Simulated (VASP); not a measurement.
Method: PBEsol GGA, VASP's PBE PAW potentials (set 64) (plane waves; VASP).

VASP ran on this input.

### POSCAR
```
SnO
1
    3.0811183687     0.0000000000     0.0000000000
    0.0000000000     3.0811183687     0.0000000000
    0.0000000000     0.0000000000     3.0811183687
Sn O
1 1
Direct
  0.0000000000   0.0000000000   0.0000000000
  0.5000000000   0.5000000000   0.5000000000
```

### INCAR
```
SYSTEM  =  SnO
PREC  =  Accurate; ENCUT  =  520; LREAL  =  .FALSE.
LASPH  =  .TRUE.
EDIFF  =  1E-6; NELM  =  100; ALGO  =  Normal
LMAXMIX  =  4
ISMEAR  =  0; SIGMA  =  0.05
GGA  =  PS
IBRION  =  2; NSW  =  60; ISIF  =  3
EDIFFG  =  -0.01
LWAVE  =  .FALSE.; LCHARG  =  .FALSE.
```

File KPOINTS:
```
Automatic mesh
0
Gamma
8 8 8
0 0 0
```

POTCAR, in this order: Sn_d O (PBE.64 set). Program: vasp_std.

Output

### OSZICAR
```
       N       E                     dE             d eps       ncg     rms          rms(c)
DAV:   1     0.146266375269E+03    0.14627E+03   -0.10929E+04  1004   0.220E+03
DAV:   2     0.868972452073E+00   -0.14540E+03   -0.13994E+03  1130   0.448E+02
DAV:   3    -0.119508271104E+02   -0.12820E+02   -0.12712E+02  1088   0.117E+02
DAV:   4    -0.122369916693E+02   -0.28616E+00   -0.28604E+00  1136   0.188E+01
DAV:   5    -0.122444873954E+02   -0.74957E-02   -0.74956E-02  1242   0.302E+00    0.725E+00
DAV:   6    -0.108747859353E+02    0.13697E+01   -0.10355E+01  1310   0.479E+01    0.467E+00
DAV:   7    -0.106549763567E+02    0.21981E+00   -0.14980E+00  1160   0.848E+00    0.127E+00
DAV:   8    -0.106269401847E+02    0.28036E-01   -0.14464E-01  1054   0.368E+00    0.204E-01
DAV:   9    -0.106267654573E+02    0.17473E-03   -0.43312E-03  1118   0.676E-01    0.766E-02
DAV:  10    -0.106267660355E+02   -0.57818E-06   -0.50089E-04  1154   0.433E-01    0.245E-02
DAV:  11    -0.106267630252E+02    0.30103E-05   -0.20908E-04  1216   0.260E-01    0.279E-02
DAV:  12    -0.106267455799E+02    0.17445E-04   -0.39787E-05  1192   0.103E-01    0.343E-03
DAV:  13    -0.106267457653E+02   -0.18538E-06   -0.28534E-06   970   0.171E-02
   1 F= -.10626746E+02 E0= -.10626118E+02  d E =-.106267E+02
```

### OUTCAR
```
------------------------ aborting loop because EDIFF is reached ----------------------------------------
  FORCE on cell =-STRESS in cart. coord.  units (eV):
  Direction    XX          YY          ZZ          XY          YZ          ZX
  --------------------------------------------------------------------------------------
  Total       -0.0032040     -0.0032040     -0.0032040     -0.0000000     -0.0000000      0.0000000
  in kB       -0.1754983     -0.1754983     -0.1754983     -0.0000000     -0.0000000      0.0000000
  external PRESSURE =      -0.1754983 kB  Pullay stress =       0.0000000 kB
  volume of cell :       29.25
      direct lattice vectors                 reciprocal lattice vectors
     3.081118369  0.000000000  0.000000000     0.324557476  0.000000000  0.000000000
     0.000000000  3.081118369  0.000000000     0.000000000  0.324557476  0.000000000
     0.000000000  0.000000000  3.081118369     0.000000000  0.000000000  0.324557476
 POSITION                                       TOTAL-FORCE (eV/Angst)
 -----------------------------------------------------------------------------------
      0.00000      0.00000      0.00000         0.000000      0.000000      0.000000
      1.54056      1.54056      1.54056         0.000000      0.000000      0.000000
 -----------------------------------------------------------------------------------
    total drift:                                0.000000      0.000000     -0.000000
  FREE ENERGIE OF THE ION-ELECTRON SYSTEM (eV)
  ---------------------------------------------------
  free  energy   TOTEN  =       -10.6267457653 eV

  energy  without entropy=      -10.6254893566  energy(sigma->0) =      -10.62611756

 reached required accuracy - stopping structural energy minimisation
```
(Selected blocks of OUTCAR.)

The structure was generated: SnO was put into the CsCl type type (Pm-3m), which need not be its known phase. It was relaxed first, which changed the volume by +55 %. The start is the result of an earlier pass.
